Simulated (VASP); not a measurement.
A convergence study with VASP on GaSb (zinc blende): one setting is varied, all else stays as given below, so the limit is that of these other settings.

```xyz
2
Lattice="0.0000 3.0500 3.0500 3.0500 0.0000 3.0500 3.0500 3.0500 0.0000" Properties=species:S:1:pos:R:3 pbc="T T T"
Ga     0.0000     0.0000     0.0000
Sb     1.5250     1.5250     1.5250
```

Calculation: LDA (Ceperley-Alder, Perdew-Zunger), VASP's LDA PAW potentials (set 64) (plane waves; VASP). The tightest run used: 550 eV cut-off, 16×16×16 Γ-centred mesh, tetrahedra with Blöchl corrections, potentials Ga_d Sb.

```json
[
 {"setting": "3×3×3 mesh", "E (eV/atom)": "-4.0192", "pressure (GPa)": "1.20", "irreducible k-points": "4"},
 {"setting": "4×4×4 mesh", "E (eV/atom)": "-4.2309", "pressure (GPa)": "-0.40", "irreducible k-points": "8"},
 {"setting": "5×5×5 mesh", "E (eV/atom)": "-4.2950", "pressure (GPa)": "-0.87", "irreducible k-points": "10"}
]
```

Question: These are the cheaper rows. Estimate the results at 16×16×16 mesh, and how far the last row shown lies from them.

Answer: 
```csv
quantity,tightest run,last row shown is off by
E (eV/atom),-4.3351,0.0401
pressure (GPa),-1.16,0.28
```

Left out are rungs that failed or repeat a setting and relaxations that didn't move; long series are thinned to 24 rows.

The compound is GaSb in the zinc blende structure. The cell was not relaxed at this level.
